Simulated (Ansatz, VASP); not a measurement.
**Cross-check of Sn between VASP and Ansatz**

Aim: how closely do two programs agree when they are given the same cell, functional and k mesh? The cell is taken from a series of runs on this material, whose earlier steps may have relaxed, scaled, displaced or heated it; both programs get it as it stands.

Method: plane waves, with VASP 6.6.1 beside it; zone-centre phonons at PBEsol, in Ansatz 0.2.0.

This is not the structure that Sn takes at ambient pressure and room temperature (diamond type or space group No. 141); it is a model or a phase of other conditions.

## (1) The structure

The structure is orthorhombic, space group Imma (No. 74). The conventional cell has a = 4.614 Å, b = 4.809 Å, c = 6.411 Å, α = 90.00°, β = 90.00°, γ = 90.00°. Sn has 4 Sn at 2.84 to 2.86 Å nearest.

## (2) Ansatz: zone-centre phonons, PBEsol

Ansatz runs on its PAW soft_1 files.

Second derivatives magnify differences that forces hide, and they need a tight electronic threshold.

input.yaml reads:

```yaml
crystal:
  lattice:
    - [0.0689931769, 3.3314607117, 3.2056490243]
    - [3.3314607117, 0.0689931769, 3.2056490243]
    - [3.4004538886, 3.4004538886, 0.0]
  atoms:
    - { symbol: Sn, position: [0.5037456113, 0.5037456113, 0.4962812685] }
    - { symbol: Sn, position: [0.7462543887, 0.7462543887, 0.7537187315] }
kpoints:
  mp_grid: { grid: [12, 12, 12], shift: [0.5, 0.5, 0.5] }
hamiltonian:
  xc: pbesol
  pseudopotentials: { kind: paw, azcp: { folder: soft_1 }, xc_functional: pbe }
scf:
  occupations: { method: gaussian, width: 0.015 }
output:
  eigenvalues: true
phonons:
  method: dfpt
```

Command:

```console
$ ansatz run input.yaml --threads 4 --pin off --max-ram 10240MiB --backend cpu --events-out ev --progress --plain --runs-dir out
```

Numbers of over 12 decimals in the logs are rounded to 6 here.

Log:

```text
Engine: ansatz 0.2.0, aarch64-unknown-linux-gnu
Pseudopotentials: kind: paw
Pseudopotential: Sn, paw, valence charge 14, recommended cutoff 420 eV (normal), soft_1/Sn.paw.azcp
Functional definition: PBEsol
  exchange = pbesol_x
  correlation = pbesol_c
Crystal: 2 atoms, lattice volume = 71.126 Å³
Basis set: ecut = 420 eV, 1401 PW (Γ), exchange–correlation on 64×64×72 points (8 copies of the dense FFT grid, shifted against one another)
Bands: 18, of which v1, the nominal top of the filled ones, is band 14 counted from 1 (13 counted from 0)
Symmetry: 4 space group operations
k-points: 864 of 1728 (irreducible under 1 space group operation, time reversal used)
Non-local potential: Sn, projectors of the file, l = 0: 2, l = 1: 2, l = 2: 2, l = 3: 1
PAW form: soft (Blöchl's): semilocal exchange-correlation on the pseudo side does not see the compensation charge
PAW frozen core: Sn, regenerated for the run's functional, and the local potential with it (the file was generated under x = pbe(κ = 0.804, μ = 0.219515), c = pbe(β = 0.066725))
PAW one-centre angular grid: Sn, 590 points (default); XC on 64 Gauss nodes
Initial density: superposition of atomic densities (chi_scale 0.1, normalization cell)
Initial wavefunctions: pseudopotential atomic-orbital guess
Functional: x = pbesol(κ = 0.804, μ = 0.123457), c = pbesol(β = 0.046)
SCF iter   1: F=—  HF=-11899.695276 eV  |F-HF|=—  |Δ(HF+E_count)|=         —  Δρ=2.06e-2  dr2=3.22e-1  ethr=3.10e-3  ⟨swp⟩=6.0  Hψ=85648  notcnv=0
preconditioner: auto → Kerker (q_TF=auto, 2.336 Å⁻¹)  [metal: Δε(μ)=0.012 eV  Ē_g=19.796 eV  σ=0.015 eV  W_gap=0.39  n_scr=14 (ndim 8)  ℏωp=23.3 eV  f_vac=0.010  D(μ)=0.64/eV (n_scr^D=0)]
SCF iter   2: F=—  HF=-11899.655337 eV  |F-HF|=—  |Δ(HF+E_count)|=   3.99e-2  Δρ=1.34e-2  dr2=1.54e-1  ethr=1.15e-3  ⟨swp⟩=2.0  Hψ=25260  notcnv=0  defer=1
preconditioner: auto → none  [insulator: Δε(μ)=0.023 eV  Ē_g=19.918 eV  σ=0.015 eV  W_gap=0.73  n_scr=14 (ndim 8)  ℏωp=23.3 eV  f_vac=0.014  D(μ)=0.27/eV (n_scr^D=0)  ε∞_Penn≈2.4]
SCF iter   3: F=—  HF=-11899.627940 eV  |F-HF|=—  |Δ(HF+E_count)|=   2.74e-2  Δρ=2.19e-3  dr2=3.57e-3  ethr=5.50e-4  ⟨swp⟩=2.0  Hψ=22443  notcnv=0  defer=1
SCF iter   4: F=—  HF=-11899.627277 eV  |F-HF|=—  |Δ(HF+E_count)|=   6.64e-4  Δρ=5.81e-4  dr2=2.19e-4  ethr=1.28e-5  ⟨swp⟩=2.1  Hψ=31194  notcnv=0  defer=1
SCF iter   5: F=—  HF=-11899.627480 eV  |F-HF|=—  |Δ(HF+E_count)|=   2.04e-4  Δρ=1.16e-4  dr2=1.27e-5  ethr=7.82e-7  ⟨swp⟩=2.0  Hψ=30765  notcnv=0  defer=1
SCF iter   6: F=—  HF=-11899.627487 eV  |F-HF|=—  |Δ(HF+E_count)|=   7.16e-6  Δρ=4.07e-5  dr2=1.29e-6  ethr=4.55e-8  ⟨swp⟩=2.7  Hψ=27025  notcnv=0  defer=1
SCF iter   7: F=—  HF=-11899.627487 eV  |F-HF|=—  |Δ(HF+E_count)|=   5.18e-7  Δρ=1.10e-5  dr2=4.65e-8  ethr=4.61e-9  ⟨swp⟩=2.0  Hψ=27536  notcnv=0  defer=1
SCF iter   8: F=—  HF=-11899.627487 eV  |F-HF|=—  |Δ(HF+E_count)|=   4.24e-8  Δρ=8.84e-7  dr2=5.49e-10  ethr=1.66e-10  ⟨swp⟩=2.0  Hψ=27651  notcnv=0  defer=1
SCF iter   9: F=—  HF=-11899.627487 eV  |F-HF|=—  |Δ(HF+E_count)|=  6.91e-11  Δρ=1.57e-7  dr2=2.80e-11  ethr=1.96e-12  ⟨swp⟩=2.2  Hψ=27707  notcnv=0  defer=1
SCF iter  10: F=-11899.627487 eV  HF=-11899.627487 eV  |F-HF|=5.46e-12  |Δ(HF+E_count)|=  1.82e-12  Δρ=6.33e-8  dr2=4.12e-12  ethr=1.00e-12  ⟨swp⟩=6.8  Hψ=72017  notcnv=0
SCF 1 converged in 10 iterations: F = -11899.627487 eV  dr2 = 4.12e-12
  greatest PAW one-centre occupation: 0.991 electrons in one spin orbital (limit 2), on the Sn atom at site 1 (counted from 0), in its partial waves of l = 2
DFPT response loops at Γ: preconditioner auto → Kerker (q_TF=auto, 2.336 Å⁻¹) (partly filled bands, converged f_vac=0.091); β = 1.00, the filter's whole step (`scf.mixing.beta` (0.50) is not read by the response loops under this deck's `scf.mixing.preconditioner`; to damp them name `kerker` or `kerker_dos`, under which they read `scf.mixing.beta`, and type it under 1.00, their step now; both keys bind the ground state too); Broyden in place of MSR1
SCF converged after 10 iterations
Free energy (F): -11899.627487 eV
Harris-Foulkes:  -11899.627487 eV  (|F-HF|=5.46e-12)
Internal energy: -11899.627478 eV  (E = F + TS)
E sigma→0 (E₀):  -11899.627483 eV
Entropy (-TS):   -0.000009 eV (-0.004 meV/atom)
Fermi energy:    7.222961 eV
--- Per-component energies (eV) ---
  E_band       = -261.702742
  E_kinetic    = 336.268996
  E_local      = -2669.664872  (includes V_loc(G=0)·N_el)
  E_nonlocal   = 293.732904
  E_hartree    = 1293.162465
  E_xc         = -248.691365
  E_vxc        = -159.937898  (∫ρ·V_xc dr)
  E_paw        = -8592.517644  (= ΣΔE_a)
  E_vpaw       = -648.427352  (= ΣTr[D̂ρ^β])
  E_aug_tail   = 0.000581  (compensation charges beyond the density's cutoff)
  E_ewald      = -2312.488222
  E_core_change = 0.569679  (= ΣΔE_core)
  E_smearing   = -0.000009  (= −TS)
  E_closure    = 0.000000  (closes the sum)
  Σ components = -11899.627487   (vs F -11899.627487, Δ=0.00e0)
--- Band table (eV; the first three rows and the last of 864) ---
  k-point 0: bands = [... 10 lower, -3.1201, 5.9498, 7.2088, 7.3570, 7.4826, 9.3320, 9.4010, 9.5898]
  k-point 1: bands = [... 10 lower, -3.0396, 5.1326, 6.9830, 7.2784, 7.8565, 9.6665, 9.6772, 9.7046]
  k-point 2: bands = [... 10 lower, -2.8376, 4.0293, 6.6012, 7.0054, 7.9669, 9.9748, 10.0845, 10.5536]
  k-point 863: bands = [... 10 lower, -1.5122, 1.0835, 5.7356, 6.1934, 7.1181, 10.2532, 10.5224, 12.7892]
--- Phonons (Γ-DFPT): 2 representative perturbations + reference, on 864 of 1728 k-points (Σ response iterations 6) ---
  k mesh reduced under 1 symmetry operation, with k and −k counted as one. Each operation leaves every solved perturbation unchanged. A smaller set is not used because it would not reduce the number of displacements times k-points to solve
  ASR residual: 2.093e-5 → 0.000e0 eV/Å²; symmetrization residual: 1.563e-6 eV/Å²
  ASR residual per site (eV/Å²): 2.09e-5 2.09e-5
  Γ frequencies (cm⁻¹): 0.00 0.00 0.00 175.44 179.39 183.28
  non-analytic LO–TO correction: not included (Born effective charges unavailable; polar crystals: no LO–TO splitting at Γ)
```

The column dr2 measures how far the density is from self-consistency, as an energy; F and HF (Harris–Foulkes) agree once it is small.

(Part 1 of 3 ends here.)

[Lines on the potential files, build, host, timing and source positions are cut from VASP's logs without a mark.]

[Logs are printed without paths, hosts, clocks, repeated set-up lines and the standing remarks that a program may print on its own settings, such as how far it seeks lower states.]

[Hosts, paths, dates, database ids (printed as entryN), source tags and the programs' standing remarks are cut or masked in the printed files.]
